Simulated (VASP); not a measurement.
Input of a VASP 6.6.1 run:

File INCAR:

```
ALGO = Fast
EDIFF = 1E-6
ENCUT = 520
GGA = PE
ISIF = 2
ISMEAR = 0
LASPH = T
LCHARG = F
LREAL = F
LWAVE = F
NBANDS = 28
NELM = 100
PREC = Accurate
SIGMA = 0.05
```

File KPOINTS:

```
k-points
0
Gamma
  4 4 4
```

POSCAR

```
Ca3SiSe
1.0
    5.9600000000      0.0000000000      0.0000000000
    0.0000000000      5.9600000000      0.0000000000
    0.0000000000      0.0000000000      5.9600000000
Si Se Ca
1 1 3
Direct
    0.0000000000      0.0000000000      0.0000000000
    0.5000000000      0.5000000000      0.5000000000
    0.5000000000      0.5000000000      0.0000000000
    0.5000000000      0.0000000000      0.5000000000
    0.0000000000      0.5000000000      0.5000000000
```

Potentials or basis: VASP PAW PBE potentials, release 64 (Si, Se, Ca_sv).

The run is started by

```console
$ cat potpaw_PBE.64/Si/POTCAR potpaw_PBE.64/Se/POTCAR potpaw_PBE.64/Ca_sv/POTCAR > POTCAR
$ mpirun -np 1 vasp_std > vasp.out
```

(1) What does it give for the band gap on the k mesh?

(2) Predict the pressure.

Answers

(1) none (metal or under the smearing width).

(2) -5.5 GPa.
